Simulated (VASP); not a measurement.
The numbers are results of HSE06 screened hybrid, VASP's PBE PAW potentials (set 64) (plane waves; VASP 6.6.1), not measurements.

VASP ran on this input.

POSCAR:
```
SbSi63
10.9370750
  0.9999999726   0.0000000000   0.0000000000
  0.0000000000   0.9999999726   0.0000000000
  0.0000000000   0.0000000000   0.9999999726
Si Sb
63 1
Cartesian
  0.4999539333   0.0001141469   0.0002973518
  0.6258927847   0.1250399995   0.1252563813
  0.7500200426   0.2498892769   0.0004764494
  0.8749090034   0.3740729072   0.1252183464
  0.7500633786   0.0003422037   0.2501112259
  0.8751005738   0.1250811523   0.3740777592
  0.9999989268   0.9999962243   0.9999900559
  0.1259330960   0.1259262826   0.1259052962
  0.2500923264   0.2500714242   0.9998231660
  0.3742146873   0.3741873471   0.1256498168
  0.4999503369   0.4999178378   0.0001751651
  0.6258618661   0.6259080129   0.1253213751
  0.7500108119   0.7500379071   0.9996189049
  0.8741033749   0.8741064349   0.1259253970
  0.2501078783   0.9999387620   0.2501381488
  0.3743220549   0.1257363955   0.3742838662
  0.4994306547   0.2477112999   0.2476342292
  0.6382433556   0.3623983450   0.3622476240
  0.7527940919   0.5011929291   0.2473991199
  0.8747119434   0.6260050384   0.3742954848
  0.4999798158   0.0000422580   0.4999994698
  0.6258075344   0.1255195613   0.6257961991
  0.7527579651   0.2474008581   0.5009463279
  0.8747004407   0.3741133275   0.6259414193
  0.7499220533   0.9997814950   0.7499707080
  0.8740984744   0.1259055950   0.8740931911
  0.9998838226   0.4999889305   0.0003782396
  0.1249831308   0.6259169507   0.1251558085
  0.2499288928   0.7501167786   0.0005208730
  0.3740655621   0.8751314802   0.1251892449
  0.9998086657   0.2500846393   0.2500569781
  0.1255780381   0.3742721926   0.3742036853
  0.2475191672   0.4993151712   0.2474876834
  0.3620766480   0.6383019459   0.3620451520
  0.5010542735   0.7528051123   0.2473378943
  0.6259321761   0.8746236818   0.3743148814
  0.9998175432   0.9999212799   0.5000299401
  0.1249123356   0.1248442178   0.6258721982
  0.2472501378   0.2473748669   0.4993210054
  0.3609539452   0.3614404836   0.6393031872
  0.6382860404   0.6381741167   0.6387659651
  0.7525114931   0.7525000204   0.4993301728
  0.8748125936   0.8749788292   0.6259171161
  0.2500501740   0.0003697587   0.7500353226
  0.3741054082   0.1249798837   0.8751905694
  0.5009375921   0.2472642435   0.7529249801
  0.6258931633   0.3740865497   0.8748375264
  0.7528808520   0.4989304076   0.7530124744
  0.8751842585   0.6259142559   0.8751688130
  0.0004131174   0.7501345702   0.2500773698
  0.1250348520   0.8752341867   0.3740926104
  0.0000122946   0.4999906553   0.5000021109
  0.1252995648   0.6260046102   0.6257759230
  0.2473277198   0.7528243042   0.5009133740
  0.3741789391   0.8746459159   0.6259062596
  0.0004021644   0.2499944169   0.7500715087
  0.1248130783   0.3741217141   0.8754205309
  0.2468395790   0.5012727439   0.7532304906
  0.3741678184   0.6260123886   0.8748954398
  0.4990760049   0.7528775820   0.7529295879
  0.6258979725   0.8752664647   0.8751905009
  0.9996018145   0.7500795765   0.7499655449
  0.1259224845   0.8741105151   0.8740742986
  0.4994443733   0.4997206609   0.5011674102
```

### INCAR
```
AEXX = 0.25
ALGO = Normal
EDIFF = 1E-5
ENCUT = 400
GGA = PE
HFSCREEN = 0.2
ISIF = 0
ISMEAR = 0
ISYM = 0
LASPH = T
LCHARG = F
LHFCALC = T
LMAXMIX = 4
LREAL = Auto
LWAVE = F
NELECT = 258.0
NELM = 50
NELMIN = 4
PREC = Normal
PRECFOCK = Fast
SIGMA = 0.05
SYSTEM = SbSi63
```

KPOINTS:
```
Regular mesh
0
G
  1 1 1
```

POTCAR, in this order: Si Sb (PBE.64 set). Program: vasp_gam. Read from the step before: WAVECAR.

The resulting files:

OSZICAR:
```
       N       E                     dE             d eps       ncg     rms          rms(c)
DAV:   1    -0.388425239694E+03   -0.38843E+03   -0.14308E+01   324   0.853E+00    0.252E+01
DAV:   2    -0.388533099693E+03   -0.10786E+00   -0.35188E-01   384   0.137E+00    0.180E+01
DAV:   3    -0.388519980552E+03    0.13119E-01   -0.12470E-02   374   0.220E-01    0.111E+01
DAV:   4    -0.388513781702E+03    0.61988E-02   -0.17892E-03   358   0.878E-02    0.660E+00
DAV:   5    -0.388511578387E+03    0.22033E-02   -0.61504E-04   342   0.520E-02    0.388E+00
DAV:   6    -0.388510844370E+03    0.73402E-03   -0.22716E-04   342   0.316E-02    0.227E+00
DAV:   7    -0.388510599501E+03    0.24487E-03   -0.85714E-05   334   0.193E-02    0.132E+00
DAV:   8    -0.388510528219E+03    0.71283E-04   -0.27362E-05   230   0.111E-02    0.776E-01
DAV:   9    -0.388510511118E+03    0.17101E-04   -0.11586E-05   196   0.738E-03    0.453E-01
DAV:  10    -0.388510509218E+03    0.18998E-05   -0.42512E-06   182   0.451E-03
   1 F= -.38851051E+03 E0= -.38851051E+03  d E =-.189601E-10
```

### OUTCAR
```
------------------------ aborting loop because EDIFF is reached ----------------------------------------
  volume of cell :     1308.29
      direct lattice vectors                 reciprocal lattice vectors
    10.937074700  0.000000000  0.000000000     0.091432127  0.000000000  0.000000000
     0.000000000 10.937074700  0.000000000     0.000000000  0.091432127  0.000000000
     0.000000000  0.000000000 10.937074700     0.000000000  0.000000000  0.091432127
 POSITION                                       TOTAL-FORCE (eV/Angst)
 -----------------------------------------------------------------------------------
      5.46803      0.00125      0.00325         0.001184     -0.000224      0.004668
      6.84544      1.36757      1.36994        -0.004453     -0.005927     -0.011475
      8.20303      2.73306      0.00521        -0.002214      0.006722     -0.007518
      9.56895      4.09126      1.36952         0.005765      0.010284     -0.008477
      8.20350      0.00374      2.73549        -0.001104     -0.008054      0.001305
      9.57104      1.36802      4.09132         0.003907     -0.009703      0.011678
     10.93706     10.93703     10.93697         0.001480      0.000273      0.000607
      1.37734      1.37727      1.37704        -0.018322     -0.015648     -0.017463
      2.73528      2.73505     10.93514        -0.001088      0.000603      0.005838
      4.09281      4.09252      1.37424         0.005927      0.007037     -0.000700
      5.46799      5.46764      0.00192         0.001810      0.004941     -0.002099
      6.84510      6.84560      1.37065        -0.006616     -0.005785      0.005462
      8.20292      8.20322     10.93291        -0.000004      0.001340      0.009653
      9.56013      9.56017      1.37726         0.018774      0.019688     -0.018091
      2.73545     10.93641      2.73578         0.001335      0.006353      0.001945
      4.09399      1.37519      4.09357         0.001735     -0.005625      0.003880
      5.46231      2.70924      2.70839         0.001236     -0.009010     -0.001954
      6.98052      3.96358      3.96193        -0.087972      0.071346      0.082673
      8.23337      5.48158      2.70582        -0.007715     -0.012811      0.005855
      9.56679      6.84666      4.09370        -0.003858     -0.006386      0.002753
      5.46832      0.00046      5.46853         0.002639      0.002970      0.004549
      6.84450      1.37282      6.84438        -0.007385      0.000732     -0.005581
      8.23297      2.70584      5.47889         0.000587      0.000043     -0.012042
      9.56666      4.09171      6.84597        -0.002539      0.011544     -0.006565
      8.20195     10.93469      8.20249        -0.001196      0.006609      0.001770
      9.56008      1.37704      9.56002         0.017965     -0.015216      0.017803
     10.93580      5.46842      0.00414        -0.000733     -0.000393      0.002958
      1.36695      6.84570      1.36884        -0.004854     -0.003948     -0.008304
      2.73349      8.20408      0.00570         0.006380     -0.004057     -0.010799
      4.09118      9.57138      1.36920         0.008464      0.003875     -0.007679
     10.93498      2.73519      2.73489         0.007098      0.001713      0.002913
      1.37346      4.09344      4.09269        -0.003246      0.005249      0.006594
      2.70714      5.46105      2.70679        -0.004123      0.006694      0.000519
      3.96006      6.98116      3.95971         0.077676     -0.086103      0.081945
      5.48007      8.23349      2.70515        -0.012699     -0.005055      0.004077
      6.84587      9.56582      4.09391        -0.008105     -0.000880      0.002864
     10.93508     10.93621      5.46886        -0.000428     -0.000634      0.002687
      1.36618      1.36543      6.84521        -0.011574     -0.003530      0.000497
      2.70419      2.70556      5.46111        -0.003137     -0.005915      0.011085
      3.94778      3.95310      6.99211         0.099489      0.086920     -0.104169
      6.98098      6.97976      6.98623        -0.085494     -0.080070     -0.091945
      8.23027      8.23015      5.46121         0.004753      0.004594      0.004603
      9.56789      9.56971      6.84570         0.009892      0.009784     -0.004215
      2.73482      0.00404      8.20319         0.000350     -0.007101     -0.000401
      4.09162      1.36691      9.57202         0.009874     -0.009617      0.008945
      5.47879      2.70435      8.23480        -0.013992     -0.005061      0.003772
      6.84544      4.09141      9.56816        -0.008050      0.009183     -0.004205
      8.23431      5.45684      8.23575         0.000585      0.019486     -0.001723
      9.57196      6.84567      9.57179         0.007987     -0.009147      0.011414
      0.00452      8.20428      2.73511        -0.010510     -0.003264      0.003393
      1.36752      9.57250      4.09148        -0.008574      0.008216      0.013755
      0.00013      5.46844      5.46856         0.002285      0.001407      0.003664
      1.37041      6.84666      6.84416         0.005452     -0.009770     -0.002909
      2.70504      8.23370      5.47853        -0.001478      0.000407     -0.012971
      4.09242      9.56607      6.84558         0.007830      0.000507     -0.006636
      0.00440      2.73421      8.20359        -0.003721      0.001441      0.000108
      1.36509      4.09180      9.57454        -0.011477      0.012732      0.005823
      2.69970      5.48246      8.23814         0.009032     -0.018177     -0.001618
      4.09230      6.84674      9.56880         0.003855     -0.008920     -0.005794
      5.45843      8.23428      8.23485         0.015252     -0.000036      0.005579
      6.84549      9.57285      9.57202        -0.010116      0.010268      0.011193
     10.93272      8.20368      8.20243         0.010585     -0.003531      0.001618
      1.37722      9.56021      9.55982        -0.017875      0.018108      0.018610
      5.46246      5.46548      5.48131         0.013469      0.008527     -0.013718
 -----------------------------------------------------------------------------------
    total drift:                               -0.015431     -0.007671      0.041462
  FREE ENERGIE OF THE ION-ELECTRON SYSTEM (eV)
  ---------------------------------------------------
  free  energy   TOTEN  =      -388.5105092182 eV

  energy  without entropy=     -388.5105092182  energy(sigma->0) =     -388.51050922

  exchange ACFDT corr.  =         0.00000000  see jH, gK, PRB 81, 115126
```
(Selected blocks of OUTCAR.)

The cell is charged, with a uniform compensating background. The supercell is sampled at Γ alone, which is coarse: total energies, pressure and levels can be off, energies of defects by several tenths of an eV.

The cell is a supercell with a defect, built from Si (diamond): Sb_Si, charge -1. The cell's shape comes from a PBE relaxation. The run is not spin-polarised, so no state with unpaired spins was tried.
